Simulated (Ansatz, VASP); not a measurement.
## Ta2C: VASP beside Ansatz

Aim: how closely do two programs agree when they are given the same cell, functional and k mesh? The cell is taken from a series of runs on this material, whose earlier steps may have relaxed, scaled, displaced or heated it; both programs get it as it stands.

Main program and level: Ansatz 0.2.0; plane waves, with VASP 6.6.1 beside it; LDA.

## (1) The starting structure

The cell holds 3 atoms: 1 C and 2 Ta. Cell: a = 3.038 Å, b = 3.038 Å, c = 28.600 Å, α = 90.0°, β = 90.0°, γ = 120.0°. Vacuum lies along c.

## (2) Ansatz: zone-centre phonons, LDA

Ansatz runs on its default PAW (the set named soft_2) files.

Second derivatives magnify differences that forces hide, and they need a tight electronic threshold.

File input.yaml:

```yaml
crystal:
  lattice:
    - [3.0382161745, 0.0, 0.0]
    - [-1.5191080873, 2.6311723893, 0.0]
    - [0.0, 0.0, 28.6]
  atoms:
    - { symbol: C, position: [0.0, 0.0, 0.3496503497] }
    - { symbol: Ta, position: [0.3333333333, 0.6666666667, 0.3915034032] }
    - { symbol: Ta, position: [0.6666666667, 0.3333333333, 0.3077972962] }
  periodic: [true, true, false]
kpoints:
  mp_grid: { grid: [18, 18, 1] }
hamiltonian:
  xc: lda
scf:
  occupations: { method: methfessel_paxton, width: 0.15 }
output:
  eigenvalues: true
phonons:
  method: dfpt
```

Run with:

```console
> ansatz run input.yaml --threads 8 --pin off --max-ram 14336MiB --backend cpu --events-out ev --progress --plain --runs-dir out
```

Numbers of over 12 decimals in the logs are rounded to 6 here.

Log:

```text
Warning: crystal.symmetry: narrowed to the stabiliser of the run's FFT grids — unitary ops 12 → 6. A phonons.method: dfpt run fills in the rows of the dynamical matrix that it does not solve by its symmetry operations, which is exact only for operations that map its FFT grids onto themselves: filled in by any other, the frequencies could depend on the order in which like atoms are typed, or, by more than the grids' own error, on where the crystal sits among the grids' points. Excluded: 6 operations. The run can therefore solve more perturbations, solve them on more k-points, or both, and cost more. [rest of the remark cut]
Engine: ansatz 0.2.0, aarch64-unknown-linux-gnu
Pseudopotentials: kind: paw
Pseudopotential: C, paw, valence charge 4, recommended cutoff 420 eV (normal), C.paw.azcp
Pseudopotential: Ta, paw, valence charge 13, recommended cutoff 420 eV (normal), Ta.paw.azcp
Functional definition: SPW92
  exchange = slater_x
  correlation = pw_c
Crystal: 3 atoms, lattice volume = 228.630 Å³
Basis set: ecut = 420 eV, 4427 PW (Γ), exchange–correlation on 48×48×384 points (8 copies of the dense FFT grid, shifted against one another)
Bands: 19, of which v1, the nominal top of the filled ones, is band 15 counted from 1 (14 counted from 0)
Symmetry: 12 space group operations
k-points: 91 of 324 (irreducible under 2 space group operations, time reversal used)
Non-local potential: C, projectors of the file, l = 0: 2, l = 1: 2, l = 2: 1
Non-local potential: Ta, projectors of the file, l = 0: 3, l = 1: 2, l = 2: 2, l = 3: 1
PAW form: soft (Blöchl's): semilocal exchange-correlation on the pseudo side does not see the compensation charge
PAW frozen core: C, regenerated for the run's functional, and the local potential with it (the file was generated under x = pbe(κ = 0.804, μ = 0.219515), c = pbe(β = 0.066725))
PAW frozen core: Ta, regenerated for the run's functional, and the local potential with it (the file was generated under x = pbe(κ = 0.804, μ = 0.219515), c = pbe(β = 0.066725))
PAW one-centre angular grid: C, 110 points (default); XC on 64 Gauss nodes
PAW one-centre angular grid: Ta, 590 points (default); XC on 64 Gauss nodes
Initial density: superposition of atomic densities (neutral atoms: chi_scale 0, normalization atom), corrected by the library's trained network
Initial wavefunctions: pseudopotential atomic-orbital guess
Functional: x = slater, c = lda
SCF iter   1: F=—  HF=-19607.046816 eV  |F-HF|=—  |Δ(HF+E_count)|=         —  Δρ=4.95e-3  dr2=4.81e-2  ethr=1.77e-3  ⟨swp⟩=11.3  Hψ=14152  notcnv=0
preconditioner: auto → LDOS  [metal: Δε(μ)=0.028 eV  Ē_g=6.523 eV  σ=0.150 eV  W_gap=0.16  n_scr=16 (ndim 8)  ℏωp=9.2 eV  f_vac=0.744  D(μ)=2.04/eV (n_scr^D=10)  β→1.0]
SCF iter   2: F=—  HF=-19607.036409 eV  |F-HF|=—  |Δ(HF+E_count)|=   1.04e-2  S|Δr|=    0.00e0  Δρ=1.41e-3  dr2=4.31e-3  ethr=1.60e-4  ⟨swp⟩=3.8  Hψ=4320  notcnv=0
SCF iter   3: F=—  HF=-19607.036209 eV  |F-HF|=—  |Δ(HF+E_count)|=   2.00e-4  S|Δr|=    0.00e0  Δρ=6.40e-4  dr2=1.84e-3  ethr=1.44e-5  ⟨swp⟩=4.0  Hψ=4269  notcnv=0
SCF iter   4: F=—  HF=-19607.035977 eV  |F-HF|=—  |Δ(HF+E_count)|=   2.32e-4  S|Δr|=    0.00e0  Δρ=2.54e-4  dr2=1.64e-4  ethr=6.13e-6  ⟨swp⟩=2.7  Hψ=2934  notcnv=0
SCF iter   5: F=—  HF=-19607.035942 eV  |F-HF|=—  |Δ(HF+E_count)|=   3.43e-5  S|Δr|=    0.00e0  Δρ=7.89e-5  dr2=1.59e-5  ethr=5.45e-7  ⟨swp⟩=3.9  Hψ=3914  notcnv=0
SCF iter   6: F=—  HF=-19607.035938 eV  |F-HF|=—  |Δ(HF+E_count)|=   4.77e-6  S|Δr|=    0.00e0  Δρ=2.07e-5  dr2=1.32e-6  ethr=5.31e-8  ⟨swp⟩=3.5  Hψ=3617  notcnv=0
SCF iter   7: F=—  HF=-19607.036054 eV  |F-HF|=—  |Δ(HF+E_count)|=   1.17e-4  S|Δr|=    0.00e0  Δρ=4.03e-6  dr2=2.44e-8  ethr=4.41e-9  ⟨swp⟩=4.1  Hψ=4299  notcnv=0
SCF iter   8: F=—  HF=-19607.036054 eV  |F-HF|=—  |Δ(HF+E_count)|=   1.46e-7  S|Δr|=    0.00e0  Δρ=1.24e-6  dr2=2.93e-9  ethr=8.14e-11  ⟨swp⟩=3.8  Hψ=4294  notcnv=0
SCF iter   9: F=—  HF=-19607.036054 eV  |F-HF|=—  |Δ(HF+E_count)|=   2.66e-8  S|Δr|=    0.00e0  Δρ=2.65e-7  dr2=1.43e-10  ethr=9.77e-12  ⟨swp⟩=3.7  Hψ=3816  notcnv=0
SCF iter  10: F=-19607.036054 eV  HF=-19607.036054 eV  |F-HF|=1.31e-10  |Δ(HF+E_count)|=   1.96e-9  S|Δr|=    0.00e0  Δρ=4.47e-8  dr2=4.11e-12  ethr=1.00e-12  ⟨swp⟩=15.1  Hψ=17320  notcnv=0
SCF 1 converged in 10 iterations: F = -19607.036054 eV  dr2 = 4.11e-12
  greatest PAW one-centre occupation: 1.000 electrons in one spin orbital (limit 2), on the Ta atom at site 2 (counted from 0), in its partial waves of l = 0
DFPT response loops at Γ: preconditioner auto → none (partly filled bands, converged f_vac=0.743); β = 0.50; Broyden in place of MSR1
SCF converged after 10 iterations
Stability not checked: this state was not tested for a lower state beside it, because cold or Methfessel-Paxton smearing, or corrected tetrahedra, fill the levels in a way that the test cannot read (fill_not_monotonic; see scf.lower_state_search)
Free energy (F): -19607.036054 eV
Harris-Foulkes:  -19607.036054 eV  (|F-HF|=1.31e-10)
Internal energy: -19607.037488 eV  (E = F + TS)
E sigma→0 (E₀):  -19607.036413 eV
Entropy (-TS):   0.001434 eV (0.478 meV/atom)
Fermi energy:    -5.020659 eV
--- Per-component energies (eV) ---
  E_band       = -901.040476
  E_kinetic    = 824.595142
  E_local      = -59795.401402  (includes V_loc(G=0)·N_el)
  E_nonlocal   = 69.135634
  E_hartree    = 29356.167874
  E_xc         = -481.441994
  E_vxc        = -467.488629  (∫ρ·V_xc dr)
  E_paw        = -16389.930262  (= ΣΔE_a)
  E_vpaw       = -244.216984  (= ΣTr[D̂ρ^β])
  E_aug_tail   = 0.000269  (compensation charges beyond the density's cutoff)
  E_ewald      = 26809.256613
  E_core_change = 0.580638  (= ΣΔE_core)
  E_smearing   = 0.001434  (= −TS)
  E_closure    = 0.000000  (closes the sum)
  Σ components = -19607.036054   (vs F -19607.036054, Δ=0.00e0)
--- Band table (eV; the first three rows and the last of 91) ---
  k-point 0: bands = [... 11 lower, -9.3663, -6.7142, -5.8833, -5.6874, -5.1342, -5.1342, -3.1395, -3.1395]
  k-point 1: bands = [... 11 lower, -9.3475, -6.6671, -5.9673, -5.5986, -5.2417, -5.0537, -3.3396, -3.2042]
  k-point 2: bands = [... 11 lower, -9.3009, -6.5898, -6.1827, -5.5711, -5.3329, -4.8214, -3.5884, -3.2823]
  k-point 90: bands = [... 11 lower, -9.6087, -6.9432, -6.1687, -5.5775, -4.4424, -2.9203, -2.5000, -1.1553]
--- Phonons (Γ-DFPT): 6 representative perturbations + reference, on 91 of 324 k-points (Σ response iterations 33) ---
  ASR residual: 6.745e-5 → 0.000e0 eV/Å²; symmetrization residual: 1.868e-5 eV/Å²
  The last average, over the group as it would stand without the narrowing to the FFT grids, took up to 2.191e-6 eV/Å² of the zone centre's force constants
  ASR residual per site (eV/Å²): 6.75e-5 2.88e-5 2.96e-5
  Γ frequencies (cm⁻¹): 0.00 0.00 0.00 129.03 129.03 206.42 628.57 692.17 692.17
  non-analytic LO–TO correction: not included (Born effective charges unavailable; polar crystals: no LO–TO splitting at Γ)
```

(Part 1 of 2 ends here.)

[Lines on the potential files, build, host, timing and source positions are cut from VASP's logs without a mark.]

[Logs are printed without paths, hosts, clocks, repeated set-up lines and the standing remarks that a program may print on its own settings, such as how far it seeks lower states.]

[Hosts, paths, dates, database ids (printed as entryN), source tags and the programs' standing remarks are cut or masked in the printed files.]
